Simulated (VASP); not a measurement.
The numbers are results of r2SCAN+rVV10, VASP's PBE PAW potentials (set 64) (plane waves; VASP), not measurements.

A VASP calculation is set up with these files.

### KPOINTS
```
K-points
0
gamma
 12 12 12
0 0 0
```

KPOINTS_OPT:
```
k-points along high-symmetry lines
10
Line-mode
Reciprocal
  0.000000   0.000000   0.000000 ! GAMMA
 -0.500000  -0.500000   0.000000 ! X

 -0.500000  -0.500000   0.000000 ! X
 -0.375000  -0.375000   0.250000 ! U

 -0.375000  -0.000000   0.375000 ! K
  0.000000   0.000000   0.000000 ! GAMMA

  0.000000   0.000000   0.000000 ! GAMMA
 -0.000000  -0.000000   0.500000 ! L

 -0.000000  -0.000000   0.500000 ! L
 -0.500000  -0.250000   0.250000 ! W

 -0.500000  -0.250000   0.250000 ! W
 -0.500000  -0.500000   0.000000 ! X
```

### INCAR
```
SYSTEM=SiC
PREC=Accurate; ENCUT=520; LREAL=.FALSE.
LASPH=.TRUE.
EDIFF=1E-7; NELM=100; ALGO=Normal
LMIXTAU=.TRUE.
ISMEAR=-5
METAGGA=R2SCAN; LUSE_VDW=.TRUE.; BPARAM=11.95
CPARAM=0.0093
ISIF=2
LWAVE=.FALSE.; LCHARG=.FALSE.; LORBIT=11
NEDOS=601
```

**POSCAR**
```
SiC
1
   -0.0000000000     2.1757010494     2.1757010494
    2.1757010494    -0.0000000000     2.1757010494
    2.1757010494     2.1757010494     0.0000000000
Si C
1 1
Direct
  0.0000000000   0.0000000000   0.0000000000
  0.2500000000   0.2500000000   0.2500000000
```

POTCAR, in this order: Si C (PBE.64 set). Program: vasp_std.

The run wrote:

File OSZICAR:
```
       N       E                     dE             d eps       ncg     rms          rms(c)
DAV:   1    -0.931437414849E+00   -0.93144E+00   -0.43530E+03  1208   0.873E+02
DAV:   2    -0.218568924427E+02   -0.20925E+02   -0.20547E+02  1672   0.112E+02
DAV:   3    -0.222208891823E+02   -0.36400E+00   -0.36400E+00  1344   0.175E+01
DAV:   4    -0.222218457284E+02   -0.95655E-03   -0.95655E-03  1816   0.100E+00
DAV:   5    -0.222218460382E+02   -0.30986E-06   -0.30986E-06  1376   0.156E-02    0.924E+00
DAV:   6    -0.190355464984E+02    0.31863E+01   -0.59259E+00  1440   0.155E+01    0.535E+00
DAV:   7    -0.190055691471E+02    0.29977E-01   -0.72804E-01  1600   0.574E+00    0.194E+00
DAV:   8    -0.189989368952E+02    0.66323E-02   -0.37097E-01  1216   0.551E+00    0.147E+00
DAV:   9    -0.192060756283E+02   -0.20714E+00   -0.56761E-02  1216   0.264E+00    0.558E-01
DAV:  10    -0.192107912530E+02   -0.47156E-02   -0.66184E-03  1368   0.901E-01    0.282E-01
DAV:  11    -0.192231643497E+02   -0.12373E-01   -0.56898E-03  1232   0.896E-01    0.484E-02
DAV:  12    -0.192212775904E+02    0.18868E-02   -0.20126E-03  1232   0.444E-01    0.857E-02
DAV:  13    -0.192217728784E+02   -0.49529E-03   -0.35494E-04  1224   0.143E-01    0.518E-02
DAV:  14    -0.192219415666E+02   -0.16869E-03   -0.10572E-04  1344   0.117E-01    0.755E-03
DAV:  15    -0.192219628379E+02   -0.21271E-04   -0.27732E-06  1704   0.202E-02    0.582E-03
DAV:  16    -0.192219570998E+02    0.57381E-05   -0.31113E-07  1376   0.577E-03    0.353E-03
DAV:  17    -0.192219519124E+02    0.51874E-05   -0.11042E-06  1192   0.738E-03    0.345E-03
DAV:  18    -0.192219471800E+02    0.47323E-05   -0.59031E-08   632   0.319E-03    0.780E-04
DAV:  19    -0.192219479507E+02   -0.77065E-06   -0.10427E-08   616   0.107E-03    0.356E-04
DAV:  20    -0.192219474380E+02    0.51271E-06   -0.30005E-09   624   0.577E-04    0.186E-04
DAV:  21    -0.192219477190E+02   -0.28107E-06   -0.14101E-09   584   0.482E-04    0.311E-05
DAV:  22    -0.192219476545E+02    0.64559E-07   -0.29199E-10   600   0.170E-04
   1 F= -.19221948E+02 E0= -.19221948E+02  d E =0.000000E+00
       N       E                     dE             ncg
```

OUTCAR:
```
------------------------ aborting loop because EDIFF is reached ----------------------------------------
  FORCE on cell =-STRESS in cart. coord.  units (eV):
  Direction    XX          YY          ZZ          XY          YZ          ZX
  --------------------------------------------------------------------------------------
  Total        0.0003029      0.0003029      0.0003029      0.0000000      0.0000000      0.0000000
  in kB        0.0235617      0.0235617      0.0235617      0.0000000      0.0000000      0.0000000
  external PRESSURE =       0.0235617 kB  Pullay stress =       0.0000000 kB
  volume of cell :       20.60
      direct lattice vectors                 reciprocal lattice vectors
     0.000000000  2.175701049  2.175701049    -0.229810984  0.229810984  0.229810984
     2.175701049  0.000000000  2.175701049     0.229810984 -0.229810984  0.229810984
     2.175701049  2.175701049  0.000000000     0.229810984  0.229810984 -0.229810984
  FREE ENERGIE OF THE ION-ELECTRON SYSTEM (eV)
  ---------------------------------------------------
  free  energy   TOTEN  =       -19.2219476545 eV

  energy  without entropy=      -19.2219476545  energy(sigma->0) =      -19.22194765

 total charge

# of ion       s       p       d       tot
------------------------------------------
    1        0.702   0.984   0.000   1.686
    2        0.850   1.716   0.000   2.566
--------------------------------------------------
tot          1.553   2.699   0.000   4.252
```
(Selected blocks of OUTCAR.)

The compound is SiC in the zinc blende structure. It was relaxed first.
